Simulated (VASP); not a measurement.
Output of a VASP run:

File OUTCAR:
```
 ion  position               nearest neighbor table
   1  0.500  0.000  0.769-   3 2.26   4 2.26   3 2.26   4 2.26   2 3.59   2 3.59   2 3.59   2 3.59
  LATTYP: Found a simple tetragonal cell.
 ALAT       =     3.8693197851
 C/A-ratio  =     1.3004423152
 Subroutine PRICEL returns:
 Original cell was already a primitive cell.
 Subroutine GETGRP returns: Found 16 space group operations
The static configuration has the point symmetry D_2d.
 The point group associated with its full space group is D_4h.
The dynamic configuration has the point symmetry D_2d.
 Subroutine INISYM returns: Found 16 space group operations
 Subroutine IBZKPT returns following result:
 Found     60 irreducible k-points:

 Following reciprocal coordinates:
            Coordinates               Weight
  0.000000  0.000000  0.000000      1.000000
  0.125000  0.000000  0.000000      4.000000
  0.250000  0.000000  0.000000      4.000000
  0.375000  0.000000  0.000000      4.000000
  0.500000  0.000000  0.000000      2.000000
  0.125000  0.125000  0.000000      4.000000
  0.250000  0.125000  0.000000      8.000000
  0.375000  0.125000  0.000000      8.000000
  0.500000  0.125000  0.000000      4.000000
  0.250000  0.250000  0.000000      4.000000
  0.375000  0.250000  0.000000      8.000000
  0.500000  0.250000  0.000000      4.000000
  0.375000  0.375000  0.000000      4.000000
  0.500000  0.375000  0.000000      4.000000
  0.500000  0.500000  0.000000      1.000000
  0.000000  0.000000  0.166667      2.000000
  0.125000  0.000000  0.166667      8.000000
  0.250000  0.000000  0.166667      8.000000
  0.375000  0.000000  0.166667      8.000000
  0.500000  0.000000  0.166667      4.000000
  0.125000  0.125000  0.166667      8.000000
  0.250000  0.125000  0.166667     16.000000
  0.375000  0.125000  0.166667     16.000000
  0.500000  0.125000  0.166667      8.000000
  0.250000  0.250000  0.166667      8.000000
  0.375000  0.250000  0.166667     16.000000
  0.500000  0.250000  0.166667      8.000000
  0.375000  0.375000  0.166667      8.000000
  0.500000  0.375000  0.166667      8.000000
  0.500000  0.500000  0.166667      2.000000
  0.000000  0.000000  0.333333      2.000000
  0.125000  0.000000  0.333333      8.000000
  0.250000  0.000000  0.333333      8.000000
  0.375000  0.000000  0.333333      8.000000
  0.500000  0.000000  0.333333      4.000000
  0.125000  0.125000  0.333333      8.000000
  0.250000  0.125000  0.333333     16.000000
  0.375000  0.125000  0.333333     16.000000
  0.500000  0.125000  0.333333      8.000000
  0.250000  0.250000  0.333333      8.000000
   k-points           NKPTS =     60   k-points in BZ     NKDIM =     60   number of bands    NBANDS=     24
   number of dos      NEDOS =    601   number of ions     NIONS =      4
   total plane-waves  NPLWV =  36000
   dimension x,y,z NGX =    30 NGY =   30 NGZ =   40
   dimension x,y,z NGXF=    60 NGYF=   60 NGZF=   80
   ions per type =               2   2
   PREC   = accura    normal or accurate (medium, high low for compatibility)
   ISTART =      0    job   : 0-new  1-cont  2-samecut
   ICHARG =      2    charge: 1-file 2-atom 10-const
   ISPIN  =      1    spin polarized calculation?
   LNONCOLLINEAR =      F non collinear calculations
   LSORBIT =      F    spin-orbit coupling
   INIWAV =      1    electr: 0-lowe 1-rand  2-diag
   ENCUT  =  520.0 eV  38.22 Ry    6.18 a.u.   7.19  7.19  9.36*2*pi/ulx,y,z
   NELM   =    100;   NELMIN=  2; NELMDL= -5     # of ELM steps
   EDIFF  = 0.1E-06   stopping-criterion for ELM
   LREAL  =      F    real-space projection
   NLSPLINE    = F    spline interpolate recip. space projectors
   LMAXMIX     =    4 max onsite mixed and CHGCAR
   VOSKOWN=      0    Vosko Wilk Nusair interpolation
   EDIFFG = 0.1E-05   stopping-criterion for IOM
   NSW    =      0    number of steps for IOM
   NBLOCK =      1;   KBLOCK =      1    inner block; outer block
...
```

File OSZICAR:
```
       N       E                     dE             d eps       ncg     rms          rms(c)
DAV:   1     0.407565933486E+03    0.40757E+03   -0.20766E+04  2928   0.251E+03
DAV:   2     0.329410068577E+02   -0.37462E+03   -0.36919E+03  3104   0.579E+02
DAV:   3    -0.242097651243E+02   -0.57151E+02   -0.56809E+02  3464   0.196E+02
DAV:   4    -0.264741757423E+02   -0.22644E+01   -0.22621E+01  3208   0.439E+01
DAV:   5    -0.265424717350E+02   -0.68296E-01   -0.68290E-01  3904   0.756E+00    0.117E+01
DAV:   6    -0.227735987874E+02    0.37689E+01   -0.26977E+01  4856   0.534E+01    0.488E+00
DAV:   7    -0.227443537171E+02    0.29245E-01   -0.25072E+00  3400   0.101E+01    0.259E+00
DAV:   8    -0.227488619555E+02   -0.45082E-02   -0.64232E-01  4152   0.569E+00    0.109E+00
DAV:   9    -0.227242722483E+02    0.24590E-01   -0.19332E-01  4440   0.397E+00    0.277E-01
DAV:  10    -0.227271855836E+02   -0.29133E-02   -0.23975E-02  4000   0.129E+00    0.246E-01
DAV:  11    -0.227258213820E+02    0.13642E-02   -0.91584E-03  4544   0.845E-01    0.316E-02
DAV:  12    -0.227259250291E+02   -0.10365E-03   -0.87594E-04  3000   0.186E-01    0.516E-02
DAV:  13    -0.227259051346E+02    0.19895E-04   -0.16263E-04  4472   0.139E-01    0.650E-03
DAV:  14    -0.227259053088E+02   -0.17424E-06   -0.12471E-05  3248   0.284E-02    0.489E-03
DAV:  15    -0.227259055414E+02   -0.23251E-06   -0.15365E-06  4416   0.156E-02    0.194E-03
DAV:  16    -0.227259056916E+02   -0.15024E-06   -0.92741E-08  2336   0.260E-03    0.193E-03
DAV:  17    -0.227259056691E+02    0.22510E-07   -0.29669E-07  2616   0.414E-03
   1 F= -.22725906E+02 E0= -.22725906E+02  d E =0.000000E+00
```

OUTCAR:
```
------------------------ aborting loop because EDIFF is reached ----------------------------------------
  FORCE on cell =-STRESS in cart. coord.  units (eV):
  Direction    XX          YY          ZZ          XY          YZ          ZX
  --------------------------------------------------------------------------------------
  Total       -0.0137381     -0.0137381      0.0063560      0.0000000      0.0000000      0.0000000
  in kB       -0.2921739     -0.2921739      0.1351764      0.0000000      0.0000000      0.0000000
  external PRESSURE =      -0.1497238 kB  Pullay stress =       0.0000000 kB
  volume of cell :       75.33
      direct lattice vectors                 reciprocal lattice vectors
     3.869319785  0.000000000  0.000000000     0.258443358  0.000000000  0.000000000
     0.000000000  3.869319785  0.000000000     0.000000000  0.258443358  0.000000000
     0.000000000  0.000000000  5.031827179     0.000000000  0.000000000  0.198734965
 POSITION                                       TOTAL-FORCE (eV/Angst)
 -----------------------------------------------------------------------------------
      1.93466      0.00000      3.86930         0.000000      0.000000      0.007820
      0.00000      1.93466      1.16253         0.000000     -0.000000     -0.007820
      1.93466      1.93466      0.00000         0.000000      0.000000      0.000000
      0.00000      0.00000      0.00000         0.000000     -0.000000      0.000000
 -----------------------------------------------------------------------------------
    total drift:                                0.000000      0.000000     -0.000000
  FREE ENERGIE OF THE ION-ELECTRON SYSTEM (eV)
  ---------------------------------------------------
  free  energy   TOTEN  =       -22.7259056691 eV

  energy  without entropy=      -22.7259056691  energy(sigma->0) =      -22.72590567

 total charge

# of ion       s       p       d       tot
------------------------------------------
    1        1.267   0.755  10.059  12.080
    2        1.267   0.755  10.059  12.080
    3        1.576   3.417   0.000   4.993
    4        1.576   3.417   0.000   4.993
--------------------------------------------------
tot          5.686   8.343  20.118  34.147
```
(Selected blocks of OUTCAR.)

POSCAR:
```
SnO
1
    3.8693197851     0.0000000000     0.0000000000
    0.0000000000     3.8693197851     0.0000000000
    0.0000000000     0.0000000000     5.0318271794
Sn O
2 2
Direct
  0.5000000000   0.0000000000   0.7689654975
  0.0000000000   0.5000000000   0.2310345025
  0.5000000000   0.5000000000   0.0000000000
  0.0000000000   0.0000000000   0.0000000000
```

### Question
Write an INCAR and KPOINTS that could have produced this output.

### Answer
One answer among several that fit: the input of the run itself, PBE GGA, plane waves, VASP's PBE PAW potentials (set 64).

KPOINTS:
```
Automatic mesh
0
Gamma
8 8 6
0 0 0
```

**INCAR**
```
# general
SYSTEM  = SnO
PREC    = Accurate
ENCUT   = 520
LREAL   = .FALSE.
LASPH   = .TRUE.

# electronic loop
EDIFF   = 1E-7
NELM    = 100
ALGO    = Normal
LMAXMIX = 4

# smearing
ISMEAR  = -5

# functional
GGA     = PE

# ions
ISIF    = 2

# output
LWAVE   = .FALSE.
LCHARG  = .TRUE.
LORBIT  = 11
NEDOS   = 601
```

POTCAR, in this order: Sn_d O (PBE.64 set). Program: vasp_std.

Without a dispersion term in the relaxation, distances and binding between the weakly bound layers, chains or molecules are unreliable, and so is what depends on them.

The compound is SnO in the litharge structure. It was relaxed first, which changed the volume by +8 %.
